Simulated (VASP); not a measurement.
A VASP calculation is set up with these files.

### INCAR
```
# general
SYSTEM  = BaS
PREC    = Accurate
ENCUT   = 520   # plane-wave cut-off (eV)
LREAL   = .FALSE.   # projection in real space or not
LASPH   = .TRUE.   # aspherical one-centre terms

# electronic loop
EDIFF   = 1E-7
NELM    = 100
ALGO    = Normal
LMAXMIX = 4   # l cut-off of mixed one-centre charges

# smearing
ISMEAR  = 0   # Gaussian
SIGMA   = 0.05   # width (eV)

# functional
GGA     = PS   # PBEsol

# ions
ISIF    = 2   # forces and stress, cell fixed

# output
LWAVE   = .FALSE.
LCHARG  = .FALSE.
```

KPOINTS:
```
K-points
0
G
7 7 7
```

File POSCAR:
```
BaS
1
    0.0000000000     3.1811594163     3.1811594163
    3.1811594163     0.0000000000     3.1811594163
    3.1811594163     3.1811594163     0.0000000000
Ba S
1 1
Direct
  0.0000000000   0.0000000000   0.0000000000
  0.5000000000   0.5000000000   0.5000000000
```

POTCAR, in this order: Ba_sv S (PBE.64 set). Program: vasp_std.

Q: Write an equivalent input for Ansatz.

A: One equivalent input (not run):
Ansatz 0.2 input:
```yaml
crystal:
  lattice:
    - [0.0000000, 3.1811594, 3.1811594]
    - [3.1811594, 0.0000000, 3.1811594]
    - [3.1811594, 3.1811594, 0.0000000]
  atoms:
    - { symbol: Ba, position: [0.0000000, 0.0000000, 0.0000000] }
    - { symbol: S, position: [0.5000000, 0.5000000, 0.5000000] }
kpoints:
  mp_grid: { grid: [7, 7, 7] }
hamiltonian:
  xc: pbesol
  pseudopotentials: { kind: paw }
scf:
  occupations: { method: gaussian, width: 0.05 }
  max_iter: 100
output: { forces: true, stress: true, eigenvalues: true }
```
Limits of the translation: each code has its own PAW files, so the cut-off isn't converted (ENCUT is set for VASP's; basis.ecutwfc is left out, and Ansatz then takes the one that its files recommend); Ansatz stops its SCF on the density residual and VASP on the energy change (EDIFF).

The compound is BaS in the rock salt structure. It was relaxed first.
